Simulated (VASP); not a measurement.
Consider the following.

```
MgO6Sb2
1.0
    4.66284     0.00000     0.00000
    0.00000     4.66284     0.00000
    0.00000     0.00000     9.26061
Mg Sb O
2 4 12
Cartesian
  0.00000   4.66284   0.00000
  2.33142   2.33142   4.63030
  2.33142   2.33142   7.70848
  2.33142   2.33142   1.55213
  0.00000   4.66284   3.07818
  0.00000   4.66284   6.18243
  3.25590   3.25590   6.21966
  1.40694   1.40694   3.04094
  3.73836   0.92448   1.58936
  0.92448   3.73836   7.67125
  1.40694   1.40694   6.21966
  3.25590   3.25590   3.04094
  0.92448   3.73836   1.58936
  3.73836   0.92448   7.67125
  1.44384   1.44384   0.00000
  3.21900   3.21900   0.00000
  0.88758   3.77526   4.63030
  3.77526   0.88758   4.63030
```

Computed with r2SCAN meta-GGA, VASP's PBE PAW potentials (set 64) (plane waves; VASP 6.6.1). Settings: LREAL = Auto, 520 eV cut-off, 6×6×3 Γ-centred mesh, tetrahedra with Blöchl corrections, potentials Mg Sb O.

Unless said otherwise, spin-orbit coupling is left out, though it shifts the bands of the heavy elements here.

**Question.** Give the energies of bands 37 to 50 at the high-symmetry points, in eV from the valence-band maximum.

**Answer.** 
```tsv
band	Γ	X	M	Z	R	A
37	-1.84	-1.76	-1.84	-2.27	-1.76	-1.43
38	-1.75	-1.76	-1.84	-2.27	-1.76	-1.43
39	-1.75	-1.51	-1.25	-1.91	-1.61	-1.24
40	-1.23	-1.51	-1.25	-1.91	-1.61	-1.24
41	-1.23	-1.26	-1.12	-1.41	-1.20	-1.10
42	-1.19	-1.26	-1.12	-1.41	-1.20	-1.10
43	-1.19	-1.09	-1.08	-1.00	-1.12	-1.03
44	-1.10	-1.09	-1.08	-1.00	-1.12	-1.03
45	-0.81	-0.96	-1.00	-0.76	-0.93	-0.98
46	-0.75	-0.96	-1.00	-0.76	-0.93	-0.98
47	-0.75	-0.68	-0.79	-0.24	-0.68	-0.93
48	0.00	-0.68	-0.79	-0.24	-0.68	-0.93
49	2.03	4.61	4.20	3.13	4.77	4.39
50	4.20	4.61	4.20	3.13	4.77	4.39
```

The gap is direct, 2.03 eV, from the valence maximum at Γ to the conduction minimum at Γ.

The structure comes from a computed database's MgO6Sb2 entry (P4_2/mnm); how it stands against other phases isn't given here. It was relaxed first.
